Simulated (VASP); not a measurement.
**Si: band structure with PBE**

The system is Si.

```
Si
1.0
     0.00000    2.73430    2.73430
     2.73430    0.00000    2.73430
     2.73430    2.73430    0.00000
Si
2
Direct
  0.75000 0.75000 0.75000
  0.50000 0.50000 0.50000
```

* Program: VASP 6.6.1
* Task: band structure
* Functional: PBE
* Potentials or basis: VASP PAW PBE potentials, release 64 (Si)
* Cutoff: 520 eV
* k mesh: 6 × 6 × 6
* Occupations: gaussian, width 0.03 eV
* Spin: no spin polarisation
* Grid for exact exchange (PRECFOCK): Fast
* Further INCAR settings: ALGO = Normal; EDIFF = 1e-06; NBANDS = 11

```json
{
 "Pressure": "0.1 GPa",
 "Band gap on the k mesh": "0.75 eV, indirect (least direct gap 2.55 eV)",
 "Band gap along the path": "0.61 eV, indirect (least direct gap 2.55 eV)"
}
```

Levels at points of the mesh, in eV from the valence-band top:
| k point | band 1 | band 2 | band 3 | band 4 | band 5 | band 6 | band 7 | band 8 | band 9 |
| --- | --- | --- | --- | --- | --- | --- | --- | --- | --- |
| (0.00, 0.00, 0.00) | -11.82 | 0.00 | 0.00 | 0.00 | 2.55 | 2.55 | 2.55 | 3.14 | 7.71 |
| (0.50, 0.00, 0.00) | -9.54 | -6.87 | -1.18 | -1.18 | 1.47 | 3.35 | 3.35 | 7.70 | 10.49 |
| (0.50, 0.50, 0.00) | -7.75 | -7.75 | -2.80 | -2.80 | 0.75 | 0.75 | 9.94 | 9.94 | 10.91 |

Run time: 2.1 s on 4 MPI ranks on AMD EPYC 9R45 96-Core Processor (Zen 5), with other jobs on the host, peak memory 0.13 GiB a rank.

Caveat: the mesh misses the band edges, which the band path finds closer together.
